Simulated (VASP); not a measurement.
Input:

```xyz
6
Lattice="1.6015 -2.7738 0.0000 1.6015 2.7738 0.0000 0.0000 0.0000 16.2231" Properties=species:S:1:pos:R:3 pbc="T T T"
Mo     1.6015     0.9246     4.0558
Mo     1.6015    -0.9246    12.1673
S      1.6015     0.9246    13.7292
S      1.6015    -0.9246     5.6177
S      1.6015    -0.9246     2.4939
S      1.6015     0.9246    10.6054
```

The numbers are results of revPBE GGA, VASP's PBE PAW potentials (set 64) (plane waves; VASP), not measurements. Run with 520 eV cut-off, 7×7×2 Γ-centred mesh, Gaussian smearing of 0.050 eV, potentials Mo_sv S.

Without a dispersion term in the relaxation, distances and binding between the weakly bound layers, chains or molecules are unreliable, and so is what depends on them.

### Question
Predict the energy per atom (σ→0).

### Answer

The energy per atom (σ→0) is -6.946 eV/atom.

The absolute energy has meaning only against runs of the same code, potentials and settings.

The compound is MoS2 in the 2H layered structure. It was relaxed first, which changed the volume by +36 %. The start is the result of an earlier pass.
